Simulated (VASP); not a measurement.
VASP ran on this input.

### POSCAR
```
Ga
1
    2.2393990667    -3.8000028085     0.0000000000
    2.2393990667     3.8000028085     0.0000000000
    0.0000000000     0.0000000000     4.4855005389
Ga
4
Direct
  0.1554682378   0.8445317622   0.9188527356
  0.3445317622   0.6554682378   0.4188527356
  0.6554682378   0.3445317622   0.5811472644
  0.8445317622   0.1554682378   0.0811472644
```

INCAR:
```
AGGAC  =  0.0
ALGO  =  Normal
EDIFF  =  1E-6
EDIFFG  =  -0.02
ENCUT  =  520
GGA  =  BO
IBRION  =  2
ISIF  =  3
ISMEAR  =  1
LASPH  =  .TRUE.
LCHARG  =  .FALSE.
LMAXMIX  =  4
LREAL  =  .FALSE.
LUSE_VDW  =  .TRUE.
LWAVE  =  .FALSE.
NELM  =  100
NSW  =  60
PARAM1  =  0.1833333333
PARAM2  =  0.22
PREC  =  Accurate
SIGMA  =  0.1
SYSTEM  =  Ga
```

### KPOINTS
```
kpoints
0
G
 7 7 6
0 0 0
```

POTCAR, in this order: Ga_d (PBE.64 set). Program: vasp_std.

Problem. Translate this optB88-vdW calculation to Quantum ESPRESSO's pw.x.

Solution. One equivalent input (not run):
```
&CONTROL
  calculation = 'vc-relax'
  pseudo_dir = './pseudo'
  outdir = './out'
  tprnfor = .true.
  tstress = .true.
  nstep = 60
  forc_conv_thr = 0.00078
/
&SYSTEM
  ibrav = 0
  nat = 4
  ntyp = 1
  ecutwfc = 80
  occupations = 'smearing'
  smearing = 'methfessel-paxton'
  degauss = 0.00735
  input_dft = 'vdw-df-obk8'
/
&ELECTRONS
  conv_thr = 7.3e-08
  electron_maxstep = 100
/
&IONS
/
&CELL
/
ATOMIC_SPECIES
  Ga 69.723 Ga.upf
CELL_PARAMETERS angstrom
     2.2393991   -3.8000028    0.0000000
     2.2393991    3.8000028    0.0000000
     0.0000000    0.0000000    4.4855005
ATOMIC_POSITIONS crystal
  Ga   0.1554682  0.8445318  0.9188527
  Ga   0.3445318  0.6554682  0.4188527
  Ga   0.6554682  0.3445318  0.5811473
  Ga   0.8445318  0.1554682  0.0811473
K_POINTS automatic
  7 7 6 0 0 0
```
What does not carry over: the potentials are each code's own (VASP's PAW set, PseudoDojo norm-conserving files in pw.x), so ENCUT and ecutwfc are chosen apart and not converted; conv_thr bounds pw.x's estimated SCF error, while EDIFF bounds the energy change between steps; forc_conv_thr acts on force components and is met together with etot_conv_thr.

The compound is Ga in the alpha structure. This run relaxes it. Symmetry was kept, so distortions that lower it aren't found. The start is the result of an earlier pass.
